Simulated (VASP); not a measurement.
# A VASP study of AlRu (PBEsol): structure first, properties next

Wanted: the relaxed cell of AlRu and its properties. The steps: relaxing cell and atoms (PBEsol), second relaxation, single point with fields (PBEsol), band structure (PBEsol), density of states (PBEsol), volume scan with PBEsol and fit for PBEsol. The start is a cell from a database of measured crystal structures.

Program: VASP 6.6.1. Level of theory: PBEsol; plane waves and PAW (Al, Ru_pv). Results are calculated unless marked as measured.

Report form: the programs' logs are mostly left out.

### Step 1. Starting point

Before any relaxation, the start is as follows. Symmetry: Pm-3m, No. 221, cubic system. The conventional cell has a = 2.992 Å, b = 2.992 Å, c = 2.992 Å, α = 90.00°, β = 90.00°, γ = 90.00°. Nearest to Al lie 8 Ru at 2.59 Å. Ru has 8 Al at 2.59 Å nearest. Farther neighbours are not listed.

As a file:

```xyz
2
Lattice="2.9916 0.0000 0.0000 0.0000 2.9916 0.0000 0.0000 0.0000 2.9916" Properties=species:S:1:pos:R:3 pbc="T T T"
Al    0.0000    0.0000    0.0000
Ru    1.4958    1.4958    1.4958
```

### Step 2. Relaxing cell and atoms (PBEsol)

Properties are meant for the cell that this level of theory prefers, so cell and atoms are relaxed first (ISIF = 3) until forces and stress are small; EDIFFG sets the threshold. PBEsol restores the gradient expansion of exchange and is tuned for the cells of solids.

INCAR reads:

```
SYSTEM = AlRu
PREC = Accurate
ENCUT = 400
EDIFF = 1E-06
NELM = 100
ISMEAR = 1
SIGMA = 0.2
LREAL = .FALSE.
ALGO = Normal
GGA = PS
NBANDS = 14
LASPH = .TRUE.
LORBIT = 11
LWAVE = .FALSE.
LCHARG = .FALSE.
KPAR = 2
IBRION = 2
NSW = 60
ISIF = 3
EDIFFG = -0.01
```

POSCAR reads:

```
AlRu
1.0
    2.9916000000      0.0000000000      0.0000000000
    0.0000000000      2.9916000000      0.0000000000
    0.0000000000      0.0000000000      2.9916000000
Al Ru
1 1
Direct
    0.0000000000      0.0000000000      0.0000000000
    0.5000000000      0.5000000000      0.5000000000
```

KPOINTS reads:

```
Automatic mesh
0
Gamma
8 8 8
0 0 0
```

PAW data sets: Al and Ru_pv (PBE family, release 64).

The run is started by

```bash
> mpirun -np 2 vasp_std
```

The job ended after 6.8 s (2 MPI ranks of AMD EPYC 9R14 (Zen 4), shared host; peak memory 0.21 GiB; 13 s of CPU time).

This run has no spin polarisation. Its electron count is odd, so without a moment it is a metal by construction. The k-mesh is coarse for a metal. The PAW data sets were made with PBE, which is usual practice but a small mismatch for other functionals. The run keeps the 48 symmetry operations of its start, so it cannot find a distortion of lower symmetry.

The steps of the relaxation:

```
step  energy less that of the first step (eV)  largest force (eV/Å)  pressure (GPa)  volume (Å³)
   1                                   0.0000                0.0000           -3.31        26.77
   2                                   0.0074                0.0000            5.88        25.72
   3                                  -0.0043                0.0000            0.00        26.37
```

```
conventional cell, symmetrised  before  after  change
                         a (Å)   2.992  2.976  -0.5 %
                         b (Å)   2.992  2.976  -0.5 %
                         c (Å)   2.992  2.976  -0.5 %
              volume (Å³/atom)   13.39  13.18  -1.5 %
```

The relaxed structure:

```cif
data_structure
_symmetry_space_group_name_H-M 'P 1'
_symmetry_Int_Tables_number 1
_cell_length_a 2.9764
_cell_length_b 2.9764
_cell_length_c 2.9764
_cell_angle_alpha 90.000
_cell_angle_beta 90.000
_cell_angle_gamma 90.000
_cell_volume 26.37
loop_
_atom_site_label
_atom_site_type_symbol
_atom_site_fract_x
_atom_site_fract_y
_atom_site_fract_z
_atom_site_occupancy
Al1 Al 0.00000 0.00000 0.00000 1
Ru2 Ru 0.50000 0.50000 0.50000 1
```

Numbers from this step:

```yaml
electrons: 17
bands: 14
irreducible_k_points: 35
symmetry_operations: 48
free_energy_toten: -15.48 eV
energy_at_zero_smearing: -15.48 eV
fermi_energy: 10.87 eV
pressure: 0.002728 GPa
metallic: yes
scf_cycles_over_all_ionic_steps: 27
```

It ends with forces that vanish by symmetry and a pressure of 0.00 GPa. The volume lies -1.5 % from that of the database's start, which holds the thermal and zero-point expansion of its experiment.

### Step 3. Second relaxation

The basis stayed that of the start cell while the cell moved. A rerun from the cell reached resets it; the error of the finite cutoff stays.

INCAR is that of step 2.

POSCAR reads:

```
AlRu
1.0
    2.9764231082      0.0000000000      0.0000000000
    0.0000000000      2.9764231082      0.0000000000
    0.0000000000      0.0000000000      2.9764231082
Al Ru
1 1
Direct
    0.0000000000      0.0000000000      0.0000000000
    0.5000000000      0.5000000000      0.5000000000
```

KPOINTS is that of step 2.

The run is started by

```bash
> mpirun -np 2 vasp_std
```

Elapsed: 3.4 s, on 2 MPI ranks; peak memory 0.2 GiB.

Little changed from the start: no atom moved by 0.005 Å and no cell edge by 0.1 %.

Numbers from this step:

```
pressure                        : -0.06166 GPa
SCF cycles over all ionic steps : 12
```

It ends with forces that vanish by symmetry and a pressure of -0.06 GPa. The volume moved by under 0.01 %: the run met its threshold at the first step.

### Step 4. Single point with fields (PBEsol)

The relaxed cell gets a fresh self-consistent run, on a basis set for its own volume, to fix the density and to check the remaining stress.

INCAR: that of step 3 with these lines changed.

```diff
@@ -14,7 +14,5 @@
 LWAVE = .FALSE.
-LCHARG = .FALSE.
-KPAR = 2
-IBRION = 2
-NSW = 60
-ISIF = 3
-EDIFFG = -0.01
+LCHARG = .TRUE.
+ISIF = 2
+LELF = .TRUE.
+LVHAR = .TRUE.
```

POSCAR is that of step 3.

KPOINTS is that of step 3.

The run is started by

```bash
> mpirun -np 2 vasp_std
```

Run time: 3.8 s. Hardware: 2 MPI ranks; peak memory 0.17 GiB.

Numbers from this step:

```
SCF cycles : 12
```

Valence electrons inside each PAW sphere by angular momentum. Sphere charges, by row:

```
atom  s (e)  p (e)  d (e)  tot (e)
 Al1  0.393  0.426      0    0.819
 Ru2  0.339  6.252  6.228    12.82
```

ELF in the ac plane at fractional y = 0.000, with atoms of Al within 0.2 Å of it. It is the smooth field of the valence electrons, not physical close to the nuclei.

Values, 15 rows by 15 columns:
```
0.01 0.01 0.06 0.18 0.35 0.44 0.44 0.42 0.42 0.44 0.44 0.35 0.18 0.06 0.01
0.03 0.06 0.15 0.30 0.43 0.47 0.44 0.42 0.42 0.44 0.47 0.43 0.30 0.15 0.06
0.14 0.18 0.30 0.43 0.49 0.48 0.44 0.41 0.41 0.44 0.48 0.49 0.43 0.30 0.18
0.31 0.35 0.43 0.49 0.50 0.46 0.42 0.39 0.39 0.42 0.46 0.50 0.49 0.43 0.35
0.43 0.44 0.47 0.48 0.46 0.43 0.40 0.38 0.38 0.40 0.43 0.46 0.48 0.47 0.44
0.44 0.44 0.44 0.44 0.42 0.40 0.37 0.36 0.36 0.37 0.40 0.42 0.44 0.44 0.44
0.42 0.42 0.42 0.41 0.39 0.38 0.36 0.35 0.35 0.36 0.38 0.39 0.41 0.42 0.42
0.42 0.42 0.42 0.41 0.39 0.38 0.36 0.35 0.35 0.36 0.38 0.39 0.41 0.42 0.42
0.44 0.44 0.44 0.44 0.42 0.40 0.37 0.36 0.36 0.37 0.40 0.42 0.44 0.44 0.44
0.43 0.44 0.47 0.48 0.46 0.43 0.40 0.38 0.38 0.40 0.43 0.46 0.48 0.47 0.44
0.31 0.35 0.43 0.49 0.50 0.46 0.42 0.39 0.39 0.42 0.46 0.50 0.49 0.43 0.35
0.14 0.18 0.30 0.43 0.49 0.48 0.44 0.41 0.41 0.44 0.48 0.49 0.43 0.30 0.18
0.03 0.06 0.15 0.30 0.43 0.47 0.44 0.42 0.42 0.44 0.47 0.43 0.30 0.15 0.06
0.01 0.01 0.06 0.18 0.35 0.44 0.44 0.42 0.42 0.44 0.44 0.35 0.18 0.06 0.01
0.00 0.01 0.03 0.14 0.31 0.43 0.44 0.42 0.42 0.44 0.43 0.31 0.14 0.03 0.01
```
Columns run along a (3.0 Å), rows up along c (3.0 Å). Atoms in or near the plane, at fractional coordinates: Al at (0.00, 0.00).

Valence density in the ac plane at fractional y = 0.000, with atoms of Al within 0.2 Å of it. It is the smooth field of the valence electrons, not physical close to the nuclei.

Ten even steps from '_' (0.00 e/Å³) to '@' (0.28 e/Å³):
```
__..--++################++--..
::--++**##%%%%####%%%%##**++--
++++**##%%%%%%%%%%%%%%%%##**++
######%%@@@@%%%%%%%%@@@@%%####
####%%%%@@@@@@@@@@@@@@@@%%%%##
####%%%%%%@@@@@@@@@@@@%%%%%%##
######%%%%@@@@@@@@@@@@%%%%####
######%%%%@@@@@@@@@@@@%%%%####
####%%%%%%@@@@@@@@@@@@%%%%%%##
####%%%%@@@@@@@@@@@@@@@@%%%%##
######%%@@@@%%%%%%%%@@@@%%####
++++**##%%%%%%%%%%%%%%%%##**++
::--++**##%%%%####%%%%##**++--
__..--++################++--..
____::++################++::__
```
Columns run along a (3.0 Å), rows up along c (3.0 Å). Atoms in or near the plane, at fractional coordinates: Al at (0.00, 0.00).

Electrostatic potential energy in the ac plane at fractional y = 0.000, with atoms of Al within 0.2 Å of it. With pseudopotentials it is smooth inside the atoms' cores, unlike the true potential.

Ten even steps from '_' (-90 eV) to '@' (2 eV):
```
____::++%%@@@@@@@@@@@@%%++::__
..::==##%%@@@@@@@@@@@@%%##==::
++++##%%@@@@@@@@@@@@@@@@%%##++
%%%%%%@@@@@@@@@@@@@@@@@@@@%%%%
@@@@@@@@@@@@@@@@@@@@@@@@@@@@@@
@@@@@@@@@@@@@@@@@@@@@@@@@@@@@@
@@@@@@@@@@@@@@@@@@@@@@@@@@@@@@
@@@@@@@@@@@@@@@@@@@@@@@@@@@@@@
@@@@@@@@@@@@@@@@@@@@@@@@@@@@@@
@@@@@@@@@@@@@@@@@@@@@@@@@@@@@@
%%%%%%@@@@@@@@@@@@@@@@@@@@%%%%
++++##%%@@@@@@@@@@@@@@@@%%##++
..::==##%%@@@@@@@@@@@@%%##==::
____::++%%@@@@@@@@@@@@%%++::__
____..++%%@@@@@@@@@@@@%%++..__
```
Columns run along a (3.0 Å; values clipped at the 3rd and 97th percentile), rows up along c (3.0 Å). Atoms in or near the plane, at fractional coordinates: Al at (0.00, 0.00).

In this run the pressure is -0.06 GPa, small enough to go on.

### Step 5. Band structure (PBEsol)

The mesh alone shows little of the dispersion and can miss band extrema, so KPOINTS_OPT adds a path through the symmetry points after the self-consistent cycle.

INCAR reads:

```
SYSTEM = AlRu
PREC = Accurate
ENCUT = 400
EDIFF = 1E-06
NELM = 100
ISMEAR = 1
SIGMA = 0.2
LREAL = .FALSE.
ALGO = Normal
GGA = PS
NBANDS = 20
LASPH = .TRUE.
LORBIT = 11
LWAVE = .FALSE.
LCHARG = .FALSE.
KPAR = 2
```

POSCAR is that of step 4.

KPOINTS is that of step 4.

KPOINTS_OPT reads:

```
Line mode
16
Line-mode
Reciprocal
  0.00000000   0.00000000   0.00000000 GAMMA
  0.00000000   0.50000000   0.00000000 X

  0.00000000   0.50000000   0.00000000 X
  0.50000000   0.50000000   0.00000000 M

  0.50000000   0.50000000   0.00000000 M
  0.00000000   0.00000000   0.00000000 GAMMA

  0.00000000   0.00000000   0.00000000 GAMMA
  0.50000000   0.50000000   0.50000000 R

  0.50000000   0.50000000   0.50000000 R
  0.00000000   0.50000000   0.00000000 X

  0.50000000   0.50000000   0.00000000 M
  0.50000000   0.50000000   0.50000000 R
```

The run is started by

```bash
> mpirun -np 2 vasp_std
```

Elapsed: 8 s, on 2 MPI ranks; peak memory 0.22 GiB; 15 s of CPU time.

Spin-orbit coupling is off here; it would split degenerate levels.

Numbers from this step:

```
bands    : 20
pressure : -0.05709 GPa
```

Electronic bands along the path, in eV, zero at the Fermi level; # counts the bands kept:

```
          point     #2     #3     #4     #5     #6    #7    #8     #9
              Γ  -3.72  -3.72   0.16   0.16   0.16  6.09  6.09   6.09
0.47 of the way  -3.58  -3.38  -0.81  -0.81   0.28  3.30  7.85   7.85
              X  -5.56  -2.90  -1.67  -1.67   0.42  2.30  7.38  11.03
0.47 of the way  -4.93  -2.35  -1.69  -1.48  -0.41  2.17  7.49   7.69
              M  -3.20  -1.43  -1.43  -1.23  -1.23  1.53  5.33   6.40
0.53 of the way  -3.48  -2.95  -1.67  -0.76  -0.50  3.72  5.42   9.47
              Γ  -3.72  -3.72   0.16   0.16   0.16  6.09  6.09   6.09
0.47 of the way  -2.99  -2.99  -1.45  -1.38  -1.38  5.42  5.42   6.45
              R  -4.76  -4.76   1.63   1.63   2.64  4.08  4.08   4.08
0.53 of the way  -4.14  -3.34  -1.70  -1.12   0.44  2.41  7.14   8.23
              X  -5.56  -2.90  -1.67  -1.67   0.42  2.30  7.38  11.03
      jump to M  -3.20  -1.43  -1.43  -1.23  -1.23  1.53  5.33   6.40
0.47 of the way  -3.70  -3.70  -1.67   1.57   1.65  1.65  4.84   5.23
              R  -4.76  -4.76   1.63   1.63   2.64  4.08  4.08   4.08
```

Of the projections kept (Al, Ru), the largest for each band there; the rest of the weight can lie on other orbitals:

```
point       #2       #3       #4       #5       #6       #7       #8       #9
    Γ  Ru 1.00  Ru 1.00  Ru 1.00  Ru 1.00  Ru 1.00  Al 0.63  Al 0.63  Al 0.63
    X  Al 0.68  Ru 1.00  Ru 0.95  Ru 0.95  Ru 1.00  Ru 0.96        -  Ru 1.00
    M  Ru 1.00  Al 0.51  Al 0.51  Ru 1.00  Ru 1.00  Ru 1.00  Ru 1.00  Ru 0.67
    Γ  Ru 1.00  Ru 1.00  Ru 1.00  Ru 1.00  Ru 1.00  Al 0.63  Al 0.63  Al 0.63
    R  Ru 0.85  Ru 0.85  Ru 1.00  Ru 1.00  Al 1.00  Ru 1.00  Ru 1.00  Ru 1.00
    X  Al 0.68  Ru 1.00  Ru 0.95  Ru 0.95  Ru 1.00  Ru 0.96        -  Ru 1.00
```

There is no gap at this level.

### Step 6. Density of states (PBEsol)

Here the states are counted by energy and projected on the atoms. The mesh is finer than in the run before.

INCAR: that of step 5 with these lines changed.

```diff
@@ -5,3 +5,3 @@
 NELM = 100
-ISMEAR = 1
+ISMEAR = -5
 SIGMA = 0.2
@@ -16 +16,2 @@
 KPAR = 2
+NEDOS = 2001
```

POSCAR is that of step 5.

KPOINTS reads:

```
Automatic mesh
0
Gamma
11 11 11
0 0 0
```

The run is started by

```bash
> mpirun -np 2 vasp_std
```

It took 5.8 s on 2 MPI ranks; peak memory 0.22 GiB; 10 s of CPU time.

With tetrahedra the forces and stress of a metal are not exact derivatives of the energy.

This step gave:

| Quantity | Value |
| --- | --- |
| irreducible k-points | 56 |
| free energy (TOTEN) | -15.51 eV |
| Fermi energy | 10.78 eV |
| pressure | -0.4272 GPa |
| DOS at the Fermi level | 1.801 states/eV/cell |

The density of states has structure finer than the step of the table below, so its rows give means over 0.5 eV, whole bins alone (the curve runs from -12.0 to 7.93 eV). Peaks (eV: height): total -3.42: 2.81, -1.68: 2.88, -0.93: 3.81, 2.40: 2.22; Ru d -3.42: 1.65, -1.68: 1.93, -0.93: 2.92, 2.40: 1.58; Al p -3.80: 0.182, -1.68: 0.125, 2.40: 0.109, 7.70: 0.137; Ru p -5.92: 0.0889, -1.68: 0.0922, -0.55: 0.0741, 6.57: 0.097; Ru s -6.22: 0.0704, -3.80: 0.130, 2.40: 0.120, 5.88: 0.179.

States under -12.0 eV and over 7.9 eV are left out. Table of density of states by energy, zero at the Fermi level; means over each step; values in states/eV/cell:

```
energy (eV)   total     Ru d     Al p     Ru p     Ru s     Al s
      -10.0  7.3e-5        0        0        0   1.7e-5   1.4e-5
       -9.5  0.0532        0   2.5e-4   4.1e-4   0.0121   0.0108
       -9.0   0.129   5.3e-4  0.00135  0.00207   0.0275   0.0255
       -8.5   0.182  0.00190  0.00297  0.00459   0.0360   0.0351
       -8.0   0.234  0.00515  0.00515  0.00803   0.0421   0.0440
       -7.5   0.297   0.0120  0.00785   0.0124   0.0472   0.0545
       -7.0   0.379   0.0273   0.0112   0.0183   0.0503   0.0680
       -6.5   0.541   0.0685   0.0158   0.0278   0.0532   0.0965
       -6.0    1.37    0.357   0.0279   0.0566   0.0556    0.245
       -5.5   0.631    0.236   0.0214   0.0174  0.00659   0.0909
       -5.0   0.374    0.122   0.0240   0.0138   0.0200   0.0312
       -4.5   0.585    0.215   0.0482   0.0178   0.0421   0.0180
       -4.0    1.57    0.677    0.128   0.0421   0.0912   0.0207
       -3.5    2.37     1.28    0.134   0.0573   0.0723   0.0180
       -3.0    1.73     1.10   0.0772   0.0431  0.00631  0.00182
       -2.5    1.23    0.753   0.0641   0.0469   2.1e-4  0.00129
       -2.0    1.62     1.06   0.0687   0.0580   0.0115  0.00280
       -1.5    2.05     1.46   0.0763   0.0476   0.0187  0.00397
       -1.0    3.06     2.34   0.0724   0.0481   0.0453  0.00398
       -0.5    2.59     1.99   0.0447   0.0678   0.0225  0.00391
        0.0    1.73     1.34   0.0263   0.0560   0.0144  0.00274
        0.5   0.577    0.372   0.0148   0.0397  0.00931  0.00179
        1.0   0.307    0.170  0.00930   0.0292  0.00716  0.00132
        1.5   0.200    0.107  0.00618   0.0206  0.00548  0.00115
        2.0   0.440    0.305   0.0179   0.0242  0.00797  0.00174
        2.5    1.39    0.928   0.0760   0.0526   0.0628   0.0163
        3.0   0.842    0.455   0.0629   0.0529   0.0293   0.0250
        3.5   0.667    0.278   0.0577   0.0549   0.0183   0.0410
        4.0   0.481    0.170   0.0485   0.0491  0.00974   0.0276
        4.5   0.373   0.1000   0.0430   0.0381  0.00622   0.0347
        5.0   0.279   0.0603   0.0266   0.0242  0.00687   0.0466
        5.5   0.633    0.172   0.0346   0.0405   0.0685   0.0819
        6.0    1.36    0.385   0.0908   0.0873    0.132    0.146
        6.5    1.13    0.301   0.0998   0.0884   0.0716    0.106
        7.0    1.05    0.263    0.105   0.0768   0.0538   0.0866
        7.5    1.22    0.253    0.116   0.0712   0.0434   0.0660
```

The finer mesh and the other smearing move the Fermi level by -0.08 eV from the 8×8×8 run, one measure of the sampling error in the zero of the bands above. Of the states within 0.3 eV of the Fermi level, the largest shares in the PAW spheres are Ru d 77 %. The rest lies in smaller channels or between the spheres.

### Step 7. Volume scan with PBEsol, volume scale 0.94

An equation of state needs energies on both sides of the minimum, all on one mesh and cutoff.

INCAR reads:

```
SYSTEM = AlRu
PREC = Accurate
ENCUT = 400
EDIFF = 1E-06
NELM = 100
ISMEAR = 1
SIGMA = 0.2
LREAL = .FALSE.
ALGO = Normal
GGA = PS
NBANDS = 14
LASPH = .TRUE.
LORBIT = 11
LWAVE = .FALSE.
LCHARG = .FALSE.
KPAR = 2
ISIF = 2
```

POSCAR reads:

```
AlRu
1.0
    2.9156627305      0.0000000000      0.0000000000
    0.0000000000      2.9156627305      0.0000000000
    0.0000000000      0.0000000000      2.9156627305
Al Ru
1 1
Direct
    0.0000000000      0.0000000000      0.0000000000
    0.5000000000      0.5000000000      0.5000000000
```

KPOINTS reads:

```
Automatic mesh
0
Gamma
8 8 8
0 0 0
```

The run is started by

```bash
> mpirun -np 2 vasp_std
```

It took 3.4 s on 2 MPI ranks; peak memory 0.2 GiB.

The scan keeps the cell's shape and the fractional positions fixed.

This step gave:

| Quantity | Value |
| --- | --- |
| bands | 14 |
| irreducible k-points | 35 |
| free energy (TOTEN) | -15.40 eV |
| energy at zero smearing | -15.40 eV |
| Fermi energy | 11.79 eV |
| pressure | 15.54 GPa |

The pressure here is 15.54 GPa.

### Step 8. Volume scan with PBEsol, volume scale 0.96

INCAR is that of step 7.

POSCAR reads:

```
AlRu
1.0
    2.9361962431      0.0000000000      0.0000000000
    0.0000000000      2.9361962431      0.0000000000
    0.0000000000      0.0000000000      2.9361962431
Al Ru
1 1
Direct
    0.0000000000      0.0000000000      0.0000000000
    0.5000000000      0.5000000000      0.5000000000
```

KPOINTS is that of step 7.

The run is started by

```bash
> mpirun -np 2 vasp_std
```

Elapsed: 3.4 s, on 2 MPI ranks; peak memory 0.2 GiB.

This step gave:

```
free energy (TOTEN)     : -15.45 eV
energy at zero smearing : -15.44 eV
Fermi energy            : 11.47 eV
pressure                : 9.776 GPa
```

The pressure falls from 15.54 to 9.78 GPa.

The run ends at a pressure of 9.78 GPa.

[end of part 1 of 2]

[Lines on the potential files, build, host, timing and source positions are cut from VASP's logs without a mark.]

[Logs are printed without paths, hosts, clocks, repeated set-up lines and the standing remarks that a program may print on its own settings, such as how far it seeks lower states.]

[Hosts, paths, dates, database ids (printed as entryN), source tags and the programs' standing remarks are cut or masked in the printed files.]

[A measured line is paired with the nearest computed mode of its activity, which favours agreement.]
